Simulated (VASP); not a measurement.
An input for Ansatz (written as the equivalent of a VASP run, and not itself run):

Ansatz 0.2 input:
```yaml
crystal:
  lattice:
    - [0.0000000, 3.2449297, 3.2449297]
    - [3.2449297, 0.0000000, 3.2449297]
    - [3.2449297, 3.2449297, 0.0000000]
  atoms:
    - { symbol: K, position: [0.0000000, 0.0000000, 0.0000000] }
    - { symbol: Cl, position: [0.5000000, 0.5000000, 0.5000000] }
kpoints:
  mp_grid: { grid: [7, 7, 7] }
hamiltonian:
  xc: revpbe
  pseudopotentials: { kind: paw }
scf:
  occupations: { method: gaussian, width: 0.05 }
  max_iter: 100
output: { forces: true, stress: true, eigenvalues: true }
```

Task: Translate this input to VASP (INCAR, KPOINTS, POSCAR, choice of POTCAR).

Result: Several could match; the one computed here: 
### POSCAR
```
KCl
1
    0.0000000000     3.2449297449     3.2449297449
    3.2449297449     0.0000000000     3.2449297449
    3.2449297449     3.2449297449     0.0000000000
K Cl
1 1
Direct
  0.0000000000   0.0000000000   0.0000000000
  0.5000000000   0.5000000000   0.5000000000
```

### INCAR
```
# general
SYSTEM  =  KCl
PREC    =  Accurate
ENCUT   =  520
LREAL   =  .FALSE.
LASPH   =  .TRUE.   # aspherical one-centre terms

# electronic loop
EDIFF   =  1E-7
NELM    =  100   # most electronic steps
ALGO    =  Normal   # blocked Davidson

# smearing
ISMEAR  =  0
SIGMA   =  0.05   # width (eV)

# functional
GGA     =  RE   # revPBE

# ions
ISIF    =  2   # forces and stress, cell fixed

# output
LWAVE   =  .FALSE.
LCHARG  =  .FALSE.
```

KPOINTS:
```
Automatic mesh
0
Gamma
7 7 7
0 0 0
```

POTCAR, in this order: K_sv Cl (PBE.64 set). Program: vasp_std.

Limits of the translation: each code has its own PAW files, so the cut-off isn't converted (ENCUT is set for VASP's; basis.ecutwfc is left out, and Ansatz then takes the one that its files recommend); Ansatz stops its SCF on the density residual and VASP on the energy change (EDIFF).

The compound is KCl in the rock salt structure. This cell is one point of a volume scan, at 0.97 of the reference volume.
